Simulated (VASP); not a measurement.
Computed with PBEsol GGA, VASP's PBE PAW potentials (set 64) (plane waves; VASP).

VASP input:

### INCAR
```
# general
SYSTEM=CaS(110) slab
PREC  =Normal
ENCUT =400
LREAL =F
LASPH =T   # aspherical one-centre terms

# electronic loop
EDIFF =1E-5   # SCF stop (eV)
NELM  =100
NELMIN=4
ALGO  =Normal   # blocked Davidson

# smearing
ISMEAR=0
SIGMA =0.05   # width (eV)

# functional
GGA   =PS   # PBEsol

# ions
IBRION=2
NSW   =50   # most ionic steps
ISIF  =2   # forces and stress, cell fixed
EDIFFG=-0.03   # ionic stop

# output
LWAVE =T
LCHARG=F

# other
LDIPOL=T
IDIPOL=3
DIPOL =0.5 0.5 0.5
```

**POSCAR**
```
CaS(110) slab
1
    3.9872416269    -0.0000000000    -0.0000000000
   -0.0000000000     5.6388106036     0.0000000000
    0.0000000000     0.0000000000    26.8267782051
Ca S
6 6
Direct
  0.0000000000   0.0000000000   0.3142140000
  0.5000000000   0.5000000000   0.3885280000
  0.0000000000   0.0000000000   0.4628430000
  0.5000000000   0.5000000000   0.5371570000
  0.0000000000   0.0000000000   0.6114720000
  0.5000000000   0.5000000000   0.6857860000
  0.5000000000   0.0000000000   0.3885280000
  0.0000000000   0.5000000000   0.3142140000
  0.5000000000   0.0000000000   0.5371570000
  0.0000000000   0.5000000000   0.4628430000
  0.5000000000   0.0000000000   0.6857860000
  0.0000000000   0.5000000000   0.6114720000
```

**KPOINTS**
```
kpoints
0
G
 5 4 1
0 0 0
```

POTCAR, in this order: Ca_sv S (PBE.64 set). Program: vasp_std.

The resulting files:

File OSZICAR:
```
       N       E                     dE             d eps       ncg     rms          rms(c)
DAV:   1     0.767536707438E+03    0.76754E+03   -0.40393E+04  1274   0.117E+03
DAV:   2     0.101844030817E+02   -0.75735E+03   -0.74002E+03  1331   0.350E+02
DAV:   3    -0.591412047399E+02   -0.69326E+02   -0.68921E+02  1361   0.833E+01
DAV:   4    -0.654273151912E+02   -0.62861E+01   -0.62772E+01  1900   0.255E+01
DAV:   5    -0.660427469244E+02   -0.61543E+00   -0.61535E+00  1612   0.535E+00    0.126E+01
DAV:   6    -0.631764131160E+02    0.28663E+01   -0.61611E+00  1204   0.714E+00    0.822E+00
DAV:   7    -0.625158549353E+02    0.66056E+00   -0.27576E+00  1404   0.480E+00    0.345E+00
DAV:   8    -0.624427264120E+02    0.73129E-01   -0.59492E-01  1332   0.253E+00    0.107E+00
DAV:   9    -0.624309100544E+02    0.11816E-01   -0.89624E-02  1540   0.817E-01    0.585E-01
DAV:  10    -0.624289518498E+02    0.19582E-02   -0.16343E-02  1332   0.388E-01    0.328E-01
DAV:  11    -0.624272084415E+02    0.17434E-02   -0.17885E-02  1180   0.315E-01    0.175E-01
DAV:  12    -0.624283149486E+02   -0.11065E-02   -0.19952E-03  1532   0.115E-01    0.117E-01
DAV:  13    -0.624325029069E+02   -0.41880E-02   -0.58373E-03  1155   0.149E-01    0.721E-02
DAV:  14    -0.624330656237E+02   -0.56272E-03   -0.73015E-04  1340   0.568E-02    0.434E-02
DAV:  15    -0.624349764895E+02   -0.19109E-02   -0.43307E-04  1123   0.633E-02    0.273E-02
DAV:  16    -0.624356793312E+02   -0.70284E-03   -0.23443E-04  1004   0.371E-02    0.300E-02
DAV:  17    -0.624357668466E+02   -0.87515E-04   -0.20952E-05   892   0.132E-02    0.222E-02
DAV:  18    -0.624360236937E+02   -0.25685E-03   -0.95564E-05   979   0.228E-02    0.124E-02
DAV:  19    -0.624360461926E+02   -0.22499E-04   -0.10484E-05   820   0.105E-02    0.924E-03
DAV:  20    -0.624361453382E+02   -0.99146E-04   -0.15814E-05   828   0.938E-03    0.441E-03
DAV:  21    -0.624362424254E+02   -0.97087E-04   -0.10310E-05   796   0.610E-03    0.378E-03
DAV:  22    -0.624362974623E+02   -0.55037E-04   -0.26924E-06   764   0.351E-03    0.299E-03
DAV:  23    -0.624363642144E+02   -0.66752E-04   -0.78283E-06   804   0.531E-03    0.272E-03
DAV:  24    -0.624363825201E+02   -0.18306E-04   -0.14186E-06   746   0.268E-03    0.158E-03
DAV:  25    -0.624363900684E+02   -0.75483E-05   -0.10465E-06   721   0.190E-03
   1 F= -.62436390E+02 E0= -.62436390E+02  d E =-.624364E+02
       N       E                     dE             d eps       ncg     rms          rms(c)
DAV:   1    -0.625010293532E+02   -0.64647E-01   -0.16986E+01  1026   0.190E+01    0.164E+00
DAV:   2    -0.625515591718E+02   -0.50530E-01   -0.71041E-01  1193   0.393E+00    0.689E-01
DAV:   3    -0.625498985339E+02    0.16606E-02   -0.21764E-02  1556   0.525E-01    0.410E-01
DAV:   4    -0.625496063669E+02    0.29217E-03   -0.64930E-03  1324   0.282E-01    0.137E-01
DAV:   5    -0.625498031197E+02   -0.19675E-03   -0.11868E-03  1284   0.111E-01    0.901E-02
DAV:   6    -0.625498148018E+02   -0.11682E-04   -0.15730E-04  1524   0.340E-02    0.555E-02
DAV:   7    -0.625498630167E+02   -0.48215E-04   -0.97197E-05   948   0.330E-02    0.170E-02
DAV:   8    -0.625499013599E+02   -0.38343E-04   -0.19628E-05   916   0.146E-02    0.618E-03
DAV:   9    -0.625499416596E+02   -0.40300E-04   -0.80438E-06   777   0.775E-03    0.362E-03
DAV:  10    -0.625499889965E+02   -0.47337E-04   -0.93643E-06   795   0.645E-03    0.210E-03
DAV:  11    -0.625500237919E+02   -0.34795E-04   -0.65834E-06   793   0.512E-03    0.173E-03
DAV:  12    -0.625500373170E+02   -0.13525E-04   -0.20145E-06   746   0.341E-03    0.122E-03
DAV:  13    -0.625500456297E+02   -0.83127E-05   -0.18875E-06   745   0.269E-03
   2 F= -.62550046E+02 E0= -.62550046E+02  d E =-.113656E+00
       N       E                     dE             d eps       ncg     rms          rms(c)
DAV:   1    -0.624591936182E+02    0.90844E-01   -0.57794E+01  1026   0.349E+01    0.315E+00
DAV:   2    -0.626378563759E+02   -0.17866E+00   -0.24125E+00  1193   0.724E+00    0.131E+00
DAV:   3    -0.626344026734E+02    0.34537E-02   -0.77321E-02  1564   0.988E-01    0.799E-01
DAV:   4    -0.626339084578E+02    0.49422E-03   -0.22146E-02  1331   0.523E-01    0.272E-01
DAV:   5    -0.626347204281E+02   -0.81197E-03   -0.38510E-03  1451   0.201E-01    0.157E-01
DAV:   6    -0.626347764264E+02   -0.55998E-04   -0.49835E-04  1508   0.668E-02    0.991E-02
DAV:   7    -0.626349561091E+02   -0.17968E-03   -0.31188E-04  1106   0.593E-02    0.383E-02
DAV:   8    -0.626350734801E+02   -0.11737E-03   -0.70545E-05  1228   0.255E-02    0.107E-02
DAV:   9    -0.626351760457E+02   -0.10257E-03   -0.19725E-05   816   0.111E-02    0.696E-03
DAV:  10    -0.626353103303E+02   -0.13428E-03   -0.37210E-05   842   0.119E-02    0.327E-03
DAV:  11    -0.626353869114E+02   -0.76581E-04   -0.18841E-05   851   0.778E-03    0.283E-03
DAV:  12    -0.626354237232E+02   -0.36812E-04   -0.66865E-06   818   0.543E-03    0.154E-03
DAV:  13    -0.626354352968E+02   -0.11574E-04   -0.20264E-06   753   0.299E-03    0.111E-03
DAV:  14    -0.626354451809E+02   -0.98842E-05   -0.31041E-06   786   0.266E-03
   3 F= -.62635445E+02 E0= -.62635445E+02  d E =-.199055E+00
       N       E                     dE             d eps       ncg     rms          rms(c)
DAV:   1    -0.626406966771E+02   -0.52614E-02   -0.31685E+00  1026   0.729E+00    0.649E-01
DAV:   2    -0.626476562204E+02   -0.69595E-02   -0.11019E-01  1225   0.149E+00    0.292E-01
DAV:   3    -0.626474085709E+02    0.24765E-03   -0.43180E-03  1635   0.204E-01    0.180E-01
DAV:   4    -0.626473441509E+02    0.64420E-04   -0.67738E-04  1267   0.968E-02    0.734E-02
DAV:   5    -0.626473699613E+02   -0.25810E-04   -0.23987E-04  1380   0.451E-02    0.277E-02
DAV:   6    -0.626473689788E+02    0.98250E-06   -0.43460E-05  1065   0.183E-02
   4 F= -.62647369E+02 E0= -.62647369E+02  d E =-.119238E-01
       N       E                     dE             d eps       ncg     rms          rms(c)
DAV:   1    -0.626454007369E+02    0.19692E-02   -0.24261E+00  1026   0.639E+00    0.571E-01
DAV:   2    -0.626507900913E+02   -0.53894E-02   -0.84781E-02  1233   0.131E+00    0.255E-01
DAV:   3    -0.626505993003E+02    0.19079E-03   -0.33138E-03  1620   0.179E-01    0.157E-01
DAV:   4    -0.626505625997E+02    0.36701E-04   -0.50584E-04  1259   0.850E-02    0.643E-02
DAV:   5    -0.626505826427E+02   -0.20043E-04   -0.17974E-04  1276   0.397E-02    0.246E-02
DAV:   6    -0.626505825358E+02    0.10696E-06   -0.34274E-05  1009   0.162E-02
   5 F= -.62650583E+02 E0= -.62650583E+02  d E =-.151374E-01
       N       E                     dE             d eps       ncg     rms          rms(c)
DAV:   1    -0.626517433760E+02   -0.11607E-02   -0.13511E+00  1026   0.547E+00    0.477E-01
DAV:   2    -0.626561044377E+02   -0.43611E-02   -0.58341E-02  1217   0.120E+00    0.218E-01
DAV:   3    -0.626560753675E+02    0.29070E-04   -0.15007E-03  1587   0.139E-01    0.141E-01
DAV:   4    -0.626560261736E+02    0.49194E-04   -0.38100E-04  1204   0.648E-02    0.583E-02
DAV:   5    -0.626560321753E+02   -0.60017E-05   -0.76681E-05  1026   0.257E-02
   6 F= -.62656032E+02 E0= -.62656032E+02  d E =-.544964E-02
       N       E                     dE             d eps       ncg     rms          rms(c)
DAV:   1    -0.626236843739E+02    0.32342E-01   -0.12169E+01  1026   0.164E+01    0.146E+00
DAV:   2    -0.626632736333E+02   -0.39589E-01   -0.52996E-01  1231   0.361E+00    0.659E-01
DAV:   3    -0.626631389087E+02    0.13472E-03   -0.14156E-02  1602   0.432E-01    0.430E-01
DAV:   4    -0.626626462910E+02    0.49262E-03   -0.33673E-03  1227   0.194E-01    0.176E-01
DAV:   5    -0.626627308614E+02   -0.84570E-04   -0.70261E-04  1412   0.768E-02    0.523E-02
DAV:   6    -0.626627326950E+02   -0.18335E-05   -0.98840E-05  1108   0.291E-02
   7 F= -.62662733E+02 E0= -.62662733E+02  d E =-.121502E-01
```

### OUTCAR
```
------------------------ aborting loop because EDIFF is reached ----------------------------------------
  FORCE on cell =-STRESS in cart. coord.  units (eV):
  Direction    XX          YY          ZZ          XY          YZ          ZX
  --------------------------------------------------------------------------------------
  Total        3.1042442     -6.8024530     -0.4593457      0.0000000      0.0000000      0.0000000
  in kB        8.2458966    -18.0695588     -1.2201736      0.0000000      0.0000000      0.0000000
  external PRESSURE =      -3.6812786 kB  Pullay stress =       0.0000000 kB
  volume of cell :      603.15
      direct lattice vectors                 reciprocal lattice vectors
     3.987241627  0.000000000  0.000000000     0.250799950  0.000000000  0.000000000
     0.000000000  5.638810604  0.000000000     0.000000000  0.177342364  0.000000000
     0.000000000  0.000000000 26.826778205     0.000000000  0.000000000  0.037276187
 POSITION                                       TOTAL-FORCE (eV/Angst)
 -----------------------------------------------------------------------------------
      0.00000      0.00000      8.59711         0.000000      0.000000      0.002379
      1.99362      2.81941     10.30548         0.000000      0.000000      0.020082
      0.00000      0.00000     12.47273         0.000000      0.000000      0.012967
      1.99362      2.81941     14.35405         0.000000      0.000000     -0.012967
      0.00000      0.00000     16.52130         0.000000      0.000000     -0.020082
      1.99362      2.81941     18.22967         0.000000      0.000000     -0.002379
      1.99362      0.00000     10.40879         0.000000      0.000000      0.021500
      0.00000      2.81941      8.41370         0.000000      0.000000     -0.009984
      1.99362      0.00000     14.42416         0.000000      0.000000     -0.025304
      0.00000      2.81941     12.40262         0.000000      0.000000      0.025304
      1.99362      0.00000     18.41308         0.000000      0.000000      0.009984
      0.00000      2.81941     16.41799         0.000000      0.000000     -0.021500
 -----------------------------------------------------------------------------------
    total drift:                               -0.000000      0.000000     -0.000000
  FREE ENERGIE OF THE ION-ELECTRON SYSTEM (eV)
  ---------------------------------------------------
  free  energy   TOTEN  =       -62.6627326950 eV

  energy  without entropy=      -62.6627326950  energy(sigma->0) =      -62.66273269

 reached required accuracy - stopping structural energy minimisation
```
(Selected blocks of OUTCAR.)

**CONTCAR**
```
CaS(110) slab
   1.00000000000000
     3.9872416268999999    0.0000000000000000    0.0000000000000000
     0.0000000000000000    5.6388106035999996    0.0000000000000000
     0.0000000000000000    0.0000000000000000   26.8267782050999983
  Ca              S
     6     6
Direct
     0.0000000000000000    0.0000000000000000    0.3204675984858976
     0.5000000000000000    0.5000000000000000    0.3841489128472172
     0.0000000000000000    0.0000000000000000    0.4649356556685680
     0.5000000000000000    0.5000000000000000    0.5350643443314320
     0.0000000000000000    0.0000000000000000    0.6158510871527826
     0.5000000000000000    0.5000000000000000    0.6795324015141024
     0.5000000000000000    0.0000000000000000    0.3880000177684050
     0.0000000000000000    0.5000000000000000    0.3136305494650999
     0.5000000000000000    0.0000000000000000    0.5376775333820897
     0.0000000000000000    0.5000000000000000    0.4623224666179103
     0.5000000000000000    0.0000000000000000    0.6863694505349001
     0.0000000000000000    0.5000000000000000    0.6119999822315950
```

The cell is a thin slab with vacuum, built from CaS (rock salt): (110) face.
